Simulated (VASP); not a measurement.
A run of VASP 6.6.1:

The input INCAR:

```
SYSTEM = In2SiS4
  PREC = Accurate
  ENCUT = 520
  EDIFF = 1E-7
  ISMEAR = -5
  SIGMA = 0.1
  LREAL = .FALSE.
  LASPH = .TRUE.
  NELM = 100
  ALGO = Fast
  ISIF = 2
  LWAVE = .FALSE.
  LCHARG = .FALSE.
  NBANDS = 67
```

Contents of KPOINTS:

```
Automatic mesh
0
G
  3 3 3
  0 0 0
```

POSCAR

```
In2SiS4
1.0
    0.0159077700      5.2840934700      5.1315128000
    5.2606679800      0.0285517000      5.1188688700
    5.2865077200      5.2972902700      0.0027119600
Si In S
2 4 8
Direct
    0.9946090000      0.9956370000      0.9998340000
    0.2453980000      0.2425510000      0.2659490000
    0.6216090000      0.6199500000      0.6344910000
    0.1168050000      0.6362520000      0.6185310000
    0.6274360000      0.6328110000      0.1249900000
    0.6255340000      0.1247280000      0.6187260000
    0.3965970000      0.3926250000      0.3796700000
    0.4118270000      0.8772610000      0.8469980000
    0.3690520000      0.3962740000      0.8352770000
    0.8686230000      0.4125030000      0.8710690000
    0.8449120000      0.3899260000      0.3824860000
    0.8489610000      0.8714390000      0.8599260000
    0.3905380000      0.8280750000      0.3900980000
    0.8519370000      0.8651770000      0.4176150000
```

Potentials or basis: VASP PAW LDA potentials, release 64 (Si, In_d, S).

Command:

```sh
$ cat potpaw_LDA.64/Si/POTCAR potpaw_LDA.64/In_d/POTCAR potpaw_LDA.64/S/POTCAR > POTCAR
$ mpirun -np 1 vasp_std > vasp.out
```

Hardware: 1 thread of Intel(R) Xeon(R) Platinum 8488C (Sapphire Rapids), with other jobs on the host.

Q: Estimate the wall time of this run.

A: It took 13 min on 1 thread of Intel(R) Xeon(R) Platinum 8488C (Sapphire Rapids), with other jobs on the host, peak memory 0.44 GiB. Counts: scf iterations 27, k points 14.
